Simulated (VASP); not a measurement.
Data:

```
Pm
1.0
   -2.00625     2.00625     2.00625
    2.00625    -2.00625     2.00625
    2.00625     2.00625    -2.00625
Pm
1
Direct
  0.00000   0.00000   0.00000
```

Calculation: PBEsol GGA, VASP's PBE PAW potentials (set 64) (plane waves; VASP). Run with 400 eV cut-off, Gaussian smearing of 0.050 eV, potentials Pm_3.

The 4f electrons are frozen in the core of the lanthanide potential, so 4f levels, which can set the real gap, and their magnetism are missing.

Problem. Predict the band gap (along the path) with the smallest direct gap where there is one.

Solution. 
```
Quantity                                                      Value
-------------------------  ----------------------------------------
band gap (along the path)  none (metal, semimetal or under 0.01 eV)
```

Only differences to runs with the same potentials and settings are physical.

The structure was generated: Pm was put into the bcc type (Im-3m), which need not be its known phase. It was relaxed first.
